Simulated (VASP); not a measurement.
Here is the system:

```
CELL_PARAMETERS angstrom
      0.00000     2.78460     2.78460
      2.78460     0.00000     2.78460
      2.78460     2.78460     0.00000
ATOMIC_POSITIONS crystal
  Ca 0.00000 0.00000 0.00000
  F  0.25000 0.25000 0.25000
  F  0.75000 0.75000 0.75000
```

Level of theory: PBE GGA, VASP's PBE PAW potentials (set 64) (plane waves; VASP). Run with LREAL = Auto, 520 eV cut-off, 6×6×6 Γ-centred mesh, Gaussian smearing of 0.050 eV, potentials Ca_sv F.

Task: Give the stress tensor in GPa (positive for a compressed cell).

Result: 
```
-2.13   0.00   0.00
 0.00  -2.13   0.00
 0.00   0.00  -2.13
```
The pressure is its mean diagonal, -2.13 GPa.

The compound is CaF2 in the fluorite structure. The cell was not relaxed at this level. The run is one of a series of settings (LREAL = Auto against the base run), some of them coarse on purpose.
